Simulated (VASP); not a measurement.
Given:

```xyz
14
Lattice="7.6045 0.0000 0.0000 -3.8023 6.5857 0.0000 0.0000 0.0000 2.9052" Properties=species:S:1:pos:R:3 pbc="T T T"
Si    -1.3794     5.4329     2.1789
Si     5.1817     1.1528     0.7263
Si     2.2098     1.5218     0.7263
Si     1.5925     5.0639     2.1789
Si    -0.2130     2.6747     2.1789
Si     4.0153     3.9111     0.7263
N      0.0000     4.3905     2.1789
N      3.8023     2.1952     0.7263
N      4.8233     4.4114     2.1789
N     -1.0210     2.1743     0.7263
N     -1.4088     6.3828     0.7263
N      5.2110     0.2029     2.1789
N      1.3725     1.9714     2.1789
N      2.4298     4.6144     0.7263
```

Computed with PBEsol GGA, VASP's PBE PAW potentials (set 64) (plane waves; VASP 6.6.1). Numerical set-up: LREAL = Auto, 400 eV cut-off, 3×3×6 Γ-centred mesh, Gaussian smearing of 0.010 eV, potentials Si N.

At this cut-off the stress carries a Pulay error, which pulls relaxed volumes low.

**Question.** Give the force on each atom (eV/Å).

**Answer.** 
```json
[
 {"atom": "Si1", "Fx": "0.036", "Fy": "0.035", "Fz": "0.000"},
 {"atom": "Si2", "Fx": "-0.036", "Fy": "-0.035", "Fz": "0.000"},
 {"atom": "Si3", "Fx": "-0.013", "Fy": "0.049", "Fz": "0.000"},
 {"atom": "Si4", "Fx": "0.013", "Fy": "-0.049", "Fz": "0.000"},
 {"atom": "Si5", "Fx": "-0.049", "Fy": "0.014", "Fz": "0.000"},
 {"atom": "Si6", "Fx": "0.049", "Fy": "-0.014", "Fz": "0.000"},
 {"atom": "N7", "Fx": "0.000", "Fy": "0.000", "Fz": "0.000"},
 {"atom": "N8", "Fx": "0.000", "Fy": "0.000", "Fz": "0.000"},
 {"atom": "N9", "Fx": "0.022", "Fy": "-0.003", "Fz": "0.000"},
 {"atom": "N10", "Fx": "-0.022", "Fy": "0.003", "Fz": "0.000"},
 {"atom": "N11", "Fx": "0.013", "Fy": "0.018", "Fz": "0.000"},
 {"atom": "N12", "Fx": "-0.013", "Fy": "-0.018", "Fz": "0.000"},
 {"atom": "N13", "Fx": "-0.009", "Fy": "0.021", "Fz": "0.000"},
 {"atom": "N14", "Fx": "0.009", "Fy": "-0.021", "Fz": "0.000"}
]
```

**Question.** Give the stress tensor in GPa (positive for a compressed cell).

**Answer.** 
```
-1.91   0.00   0.00
 0.00  -1.91   0.00
 0.00   0.00  -2.02
```
The pressure is its mean diagonal, -1.95 GPa.

The structure comes from a computed database's Si3N4 entry; how it stands against other phases isn't given here. The cell was not relaxed at this level.
